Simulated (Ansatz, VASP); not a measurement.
# Cross-check of La2O3 between VASP and Ansatz, part 2 of 3

Aim: how closely do two programs agree when they are given the same cell, functional and k mesh? The cell is taken from a series of runs on this material, whose earlier steps may have relaxed, scaled, displaced or heated it; both programs get it as it stands.

VASP 6.6.1 and Ansatz 0.2.0.

So far: The structure; Ansatz: zone-centre phonons, LDA.

## 3. VASP: zone-centre phonons, LDA

Level of this step: LDA; plane waves and PAW (O, La) (VASP).

The same cell, functional (in two slightly different forms) and mesh now go to VASP, with its own data sets.

Lines of VASP's logs that name or quote its potential files are left out, and so is its time.

The input, INCAR:

```
SYSTEM = La2O3
PREC = Accurate
ENCUT = 600
EDIFF = 1E-08
NELM = 200
ISMEAR = 0
SIGMA = 0.01
LREAL = .FALSE.
ALGO = Normal
GGA = CA
NBANDS = 26
LASPH = .TRUE.
LORBIT = 11
LWAVE = .FALSE.
LCHARG = .FALSE.
ISIF = 2
IBRION = 8
LEPSILON = .TRUE.
GGA_COMPAT = .FALSE.
EFERMI = MIDGAP
LMAXMIX = 6
KPAR = 2
```

The input, POSCAR:

```
La2O3
1.0
    3.8503022536      0.0000000000      0.0000000000
   -1.9251511268      3.3344595639      0.0000000000
    0.0000000000      0.0000000000      5.6894029218
O La
3 2
Direct
    0.6666666667      0.3333333333      0.3488272879
    0.3333333333      0.6666666667      0.6511727121
    0.0000000000      0.0000000000      0.0000000000
    0.6666666667      0.3333333333      0.7617538756
    0.3333333333      0.6666666667      0.2382461244
```

The input, KPOINTS:

```
Automatic mesh
0
Gamma
9 9 4
0 0 0
```

PAW data sets: O and La (LDA family, release 64).

Launch:

```
mpirun -np 2 vasp_std
```

The log of the run:

```text
[banner, memory and clock lines left out]
running    2 mpi-ranks, on    1 nodes
 distrk:  each k-point on    1 cores,    2 groups
 distr:  one band on    1 cores,    1 groups

 POSCAR found type information on POSCAR O La
 POSCAR found :  2 types and       5 ions
 LDA part: xc-table for (Slater(with rela. corr.)+CA(PZ))
 , standard interpolation
 POSCAR, INCAR and KPOINTS ok, starting setup
 FFT: planning ... GRIDC
 FFT: planning ... GRID_SOFT
 FFT: planning ... GRID
 WAVECAR not read
 entering main loop
       N       E                     dE             d eps       ncg     rms          rms(c)
DAV:   1     0.474355834300E+03    0.47436E+03   -0.17116E+04  2356   0.273E+03
DAV:   2     0.919371426431E+02   -0.38242E+03   -0.37066E+03  3028   0.397E+02
DAV:   3    -0.336243634089E+02   -0.12556E+03   -0.12246E+03  3850   0.216E+02
DAV:   4    -0.501835690951E+02   -0.16559E+02   -0.16532E+02  3822   0.855E+01
DAV:   5    -0.512525799128E+02   -0.10690E+01   -0.10683E+01  3872   0.242E+01    0.152E+01
DAV:   6    -0.459955019260E+02    0.52571E+01   -0.46073E+01  3568   0.415E+01    0.786E+00
DAV:   7    -0.458814447804E+02    0.11406E+00   -0.48531E+00  4392   0.223E+01    0.380E+00
DAV:   8    -0.458030241350E+02    0.78421E-01   -0.60341E-01  3952   0.665E+00    0.116E+00
DAV:   9    -0.457843562912E+02    0.18668E-01   -0.95795E-02  3952   0.244E+00    0.351E-01
DAV:  10    -0.457849281564E+02   -0.57187E-03   -0.21537E-02  3848   0.107E+00    0.158E-01
DAV:  11    -0.457852294640E+02   -0.30131E-03   -0.63112E-03  4200   0.604E-01    0.118E-01
DAV:  12    -0.457850590692E+02    0.17039E-03   -0.21613E-03  3632   0.288E-01    0.355E-02
DAV:  13    -0.457850885802E+02   -0.29511E-04   -0.64291E-04  3960   0.180E-01    0.331E-02
DAV:  14    -0.457850687656E+02    0.19815E-04   -0.13947E-04  4000   0.106E-01    0.598E-03
DAV:  15    -0.457850694252E+02   -0.65968E-06   -0.93682E-06  3400   0.217E-02    0.157E-03
DAV:  16    -0.457850695229E+02   -0.97637E-07   -0.10157E-06  4376   0.880E-03    0.590E-04
DAV:  17    -0.457850695192E+02    0.36512E-08   -0.85431E-08  3432   0.201E-03
   1 F= -.45785070E+02 E0= -.45785070E+02  d E =0.000000E+00
 Linear response reoptimize wavefunctions to high precision
DAV:   1    -0.457850695202E+02   -0.94451E-09   -0.10168E-08  2928   0.110E-03
DAV:   2    -0.457850695202E+02   -0.52296E-10   -0.12083E-09  2280   0.602E-04
DAV:   3    -0.457850695204E+02   -0.15507E-09   -0.58522E-10  2248   0.408E-04
 Linear response G [H, r] |phi>, progress :
  Direction:   1
       N       E                     dE             d eps       ncg     rms
RMM:   1    -0.166962604910E+03   -0.16696E+03    0.50969E+02  3234   0.348E+02
RMM:   2    -0.126046112914E+03    0.40916E+02   -0.12591E+02  3733   0.110E+02
RMM:   3    -0.137651586122E+03   -0.11605E+02   -0.91639E+01  5235   0.394E+01
RMM:   4    -0.139619578969E+03   -0.19680E+01   -0.11662E+01  5729   0.154E+01
RMM:   5    -0.140425309051E+03   -0.80573E+00   -0.32735E+00  5850   0.737E+00
RMM:   6    -0.140678851887E+03   -0.25354E+00   -0.10157E+00  5792   0.433E+00
RMM:   7    -0.140764779649E+03   -0.85928E-01   -0.36180E-01  5794   0.248E+00
RMM:   8    -0.140795449215E+03   -0.30670E-01   -0.12188E-01  5497   0.156E+00
RMM:   9    -0.140806824033E+03   -0.11375E-01   -0.59091E-02  5531   0.977E-01
RMM:  10    -0.140810835445E+03   -0.40114E-02   -0.23053E-02  5278   0.687E-01
RMM:  11    -0.140812605634E+03   -0.17702E-02    0.86180E-03  5253   0.478E-01
RMM:  12    -0.140813454382E+03   -0.84875E-03   -0.23406E-03  5064   0.386E-01
RMM:  13    -0.140813819741E+03   -0.36536E-03    0.77495E-03  5039   0.320E-01
RMM:  14    -0.140813906237E+03   -0.86496E-04    0.30710E-04  4999   0.289E-01
RMM:  15    -0.140814063520E+03   -0.15728E-03    0.57568E-03  5022   0.267E-01
RMM:  16    -0.140814088213E+03   -0.24693E-04    0.56749E-07  4981   0.259E-01
RMM:  17    -0.140814214267E+03   -0.12605E-03    0.31810E-03  4993   0.247E-01
RMM:  18    -0.140814114088E+03    0.10018E-03    0.21487E-04  4986   0.244E-01
 Linear response G [H, r] |phi>, progress :
  Direction:   2
       N       E                     dE             d eps       ncg     rms
 LRF_COMMUTATOR internal error: the vector H(1)-e(1) S(1) |phi(0)> is not orthog
 onal to |phi(0)> (1.150607351479670E-004,3.875372245332187E-015)
RMM:   1    -0.168594810839E+03   -0.16859E+03    0.48696E+02  3221   0.346E+02
 LRF_COMMUTATOR internal error: the vector H(1)-e(1) S(1) |phi(0)> is not orthog
 onal to |phi(0)> (1.150607351479670E-004,3.875372245332187E-015)
RMM:   2    -0.125550296270E+03    0.43045E+02   -0.13205E+02  3754   0.111E+02
 LRF_COMMUTATOR internal error: the vector H(1)-e(1) S(1) |phi(0)> is not orthog
 onal to |phi(0)> (1.150607351479670E-004,3.875372245332187E-015)
RMM:   3    -0.137802322178E+03   -0.12252E+02   -0.98333E+01  5291   0.400E+01
RMM:   4    -0.139704646391E+03   -0.19023E+01   -0.11920E+01  5723   0.159E+01
[...]
RMM:  26    -0.361031879082E+00    0.20891E-08   -0.85886E-07 11487   0.366E-03    0.515E-05
RMM:  27    -0.361031880229E+00   -0.11477E-08   -0.79808E-07 11517   0.366E-03    0.508E-05
 first order change of Fermi-energy  -0.18966E-04
 force on displaced ion       3 direction 1 :  -4.498   0.000   0.000
 Born effective charge ion    3 direction 1 :  -2.863   0.000   0.000
 Linear response progress:
[...]
RMM:   8    -0.369938875104E+00   -0.18287E-04   -0.68330E-06  5055   0.172E-02    0.181E-03
RMM:   9    -0.369936520724E+00    0.23544E-05   -0.16841E-06  5347   0.103E-02    0.598E-04
RMM:  10    -0.369939872847E+00   -0.33521E-05    0.17762E-06  5156   0.748E-03    0.438E-04
RMM:  11    -0.369939282769E+00    0.59008E-06    0.16882E-06  5378   0.542E-03    0.365E-04
RMM:  12    -0.369938961610E+00    0.32116E-06    0.11611E-06  4931   0.499E-03    0.186E-04
RMM:  13    -0.369938283094E+00    0.67852E-06    0.92458E-07  4991   0.429E-03    0.135E-04
RMM:  14    -0.369938515030E+00   -0.23194E-06    0.63850E-07  4982   0.402E-03    0.689E-05
[...]
RMM:  32    -0.369938566792E+00   -0.15076E-08   -0.32386E-07  5200   0.361E-03    0.101E-05
RMM:  33    -0.369938565067E+00    0.17247E-08   -0.15685E-07  5248   0.361E-03    0.837E-06
RMM:  34    -0.369938557461E+00    0.76063E-08   -0.32238E-07  5269   0.361E-03    0.215E-06
RMM:  35    -0.369938553696E+00    0.37642E-08   -0.15354E-07  5321   0.361E-03    0.117E-06
RMM:  36    -0.369938553268E+00    0.42876E-09   -0.33898E-07  5322   0.362E-03    0.176E-06
RMM:  37    -0.369938553337E+00   -0.69206E-10   -0.17670E-07  5365   0.362E-03    0.183E-06
RMM:  38    -0.369938552997E+00    0.34032E-09   -0.30240E-07  5406   0.362E-03    0.216E-06
RMM:  39    -0.369938552864E+00    0.13286E-09   -0.18831E-07  5434   0.362E-03    0.185E-06
 first order change of Fermi-energy  -0.80820E-05
 force on displaced ion       3 direction 3 :  -0.000   0.000  -7.034
 Born effective charge ion    3 direction 3 :  -0.000   0.000  -2.505
 Linear response progress:
  Degree of freedom:   5/  6
       N       E                     dE             d eps       ncg     rms          rms(c)
RMM:   1    -0.217252715060E+00   -0.21725E+00   -0.22301E+00 11921   0.480E+01
RMM:   2    -0.244823434860E+00   -0.27571E-01   -0.85317E-02 14224   0.270E+00    0.165E-01
RMM:   3    -0.249689647861E+00   -0.48662E-02   -0.31322E-02 20374   0.836E-01    0.112E-01
RMM:   4    -0.250579804961E+00   -0.89016E-03   -0.50018E-03 22106   0.334E-01    0.820E-02
RMM:   5    -0.251836288247E+00   -0.12565E-02   -0.15754E-03 20252   0.239E-01    0.117E-02
RMM:   6    -0.251969246709E+00   -0.13296E-03   -0.10153E-03 23487   0.124E-01    0.110E-02
RMM:   7    -0.252000767784E+00   -0.31521E-04   -0.39628E-04 22878   0.813E-02    0.104E-02
RMM:   8    -0.252125735436E+00   -0.12497E-03   -0.21182E-04 22963   0.528E-02    0.360E-03
RMM:   9    -0.252183765278E+00   -0.58030E-04   -0.12473E-04 21634   0.385E-02    0.356E-03
RMM:  10    -0.252227912002E+00   -0.44147E-04   -0.13545E-04 22376   0.272E-02    0.191E-03
RMM:  11    -0.252260883652E+00   -0.32972E-04   -0.12472E-04 21131   0.216E-02    0.663E-04
RMM:  12    -0.252254540913E+00    0.63427E-05   -0.10591E-04 21723   0.159E-02    0.327E-04
RMM:  13    -0.252260502132E+00   -0.59612E-05   -0.92266E-05 20575   0.134E-02    0.226E-04
RMM:  14    -0.252268735239E+00   -0.82331E-05   -0.80586E-05 21035   0.111E-02    0.294E-04
[...]
RMM:  23    -0.252278125414E+00   -0.46202E-07   -0.18174E-05 19821   0.670E-03    0.121E-04
RMM:  24    -0.252279258424E+00   -0.11330E-05   -0.16004E-05 19612   0.664E-03    0.596E-05
RMM:  25    -0.252279425421E+00   -0.16700E-06   -0.13935E-05 19710   0.662E-03    0.699E-05
RMM:  26    -0.252279883966E+00   -0.45854E-06   -0.12328E-05 19599   0.660E-03    0.537E-05
RMM:  27    -0.252279794915E+00    0.89051E-07   -0.10892E-05 19723   0.659E-03    0.819E-05
RMM:  28    -0.252279971373E+00   -0.17646E-06   -0.98388E-06 19622   0.659E-03    0.821E-05
RMM:  29    -0.252280104375E+00   -0.13300E-06   -0.86952E-06 19760   0.659E-03    0.830E-05
RMM:  30    -0.252280142385E+00   -0.38009E-07   -0.78952E-06 19744   0.660E-03    0.904E-05
 first order change of Fermi-energy   0.60874E-05
 force on displaced ion       4 direction 1 :  -8.619   0.000   0.001
 Born effective charge ion    4 direction 1 :   4.293   0.000   0.000
 Linear response progress:
  Degree of freedom:   6/  6
       N       E                     dE             d eps       ncg     rms          rms(c)
RMM:   1    -0.270648541250E+00   -0.27065E+00   -0.19656E+00  3019   0.461E+01
RMM:   2    -0.299638149519E+00   -0.28990E-01   -0.92082E-02  3601   0.308E+00    0.167E-01
RMM:   3    -0.305146930640E+00   -0.55088E-02   -0.35446E-02  4789   0.948E-01    0.127E-01
RMM:   4    -0.305949516286E+00   -0.80259E-03   -0.50653E-03  5317   0.372E-01    0.998E-02
RMM:   5    -0.307184712090E+00   -0.12352E-02   -0.21711E-03  4415   0.349E-01    0.294E-02
RMM:   6    -0.307311411939E+00   -0.12670E-03   -0.11672E-03  5714   0.149E-01    0.191E-02
RMM:   7    -0.307504791729E+00   -0.19338E-03   -0.48134E-04  5569   0.108E-01    0.183E-02
RMM:   8    -0.307565119524E+00   -0.60328E-04   -0.19344E-04  5550   0.691E-02    0.109E-02
RMM:   9    -0.307632497167E+00   -0.67378E-04   -0.10263E-04  5789   0.407E-02    0.800E-03
RMM:  10    -0.307724477384E+00   -0.91980E-04   -0.45142E-05  5193   0.359E-02    0.394E-03
RMM:  11    -0.307763262227E+00   -0.38785E-04   -0.31853E-05  5476   0.235E-02    0.630E-04
RMM:  12    -0.307768046373E+00   -0.47841E-05   -0.14469E-05  5444   0.171E-02    0.715E-04
RMM:  13    -0.307769978896E+00   -0.19325E-05   -0.97990E-06  5349   0.136E-02    0.800E-04
RMM:  14    -0.307778190705E+00   -0.82118E-05   -0.66303E-06  5253   0.119E-02    0.415E-04
RMM:  15    -0.307779746941E+00   -0.15562E-05   -0.31383E-06  5169   0.104E-02    0.177E-04
RMM:  16    -0.307779723765E+00    0.23176E-07   -0.13638E-06  5128   0.943E-03    0.122E-04
RMM:  17    -0.307782497086E+00   -0.27733E-05   -0.18124E-06  5092   0.890E-03    0.901E-05
RMM:  18    -0.307781615523E+00    0.88156E-06   -0.11187E-06  5118   0.842E-03    0.150E-04
RMM:  19    -0.307782050012E+00   -0.43449E-06   -0.14278E-06  5111   0.820E-03    0.183E-04
RMM:  20    -0.307781655656E+00    0.39436E-06   -0.12358E-06  5128   0.792E-03    0.290E-04
RMM:  21    -0.307782170175E+00   -0.51452E-06    0.16453E-07  5150   0.788E-03    0.283E-04
RMM:  22    -0.307782290069E+00   -0.11989E-06   -0.46054E-07  5109   0.777E-03    0.312E-04
RMM:  23    -0.307782358082E+00   -0.68013E-07    0.37118E-07  5180   0.772E-03    0.320E-04
 first order change of Fermi-energy   0.30748E+00
 force on displaced ion       4 direction 3 :   0.000  -0.000 -15.604
 Born effective charge ion    4 direction 3 :   0.000   0.000   3.951
 Born effective charges drift removed
 Linear response finished
```

(Part 2 of 3 ends here.)

[Lines on the potential files, build, host, timing and source positions are cut from VASP's logs without a mark.]

[Logs are printed without paths, hosts, clocks, repeated set-up lines and the standing remarks that a program may print on its own settings, such as how far it seeks lower states.]

[Hosts, paths, dates, database ids (printed as entryN), source tags and the programs' standing remarks are cut or masked in the printed files.]
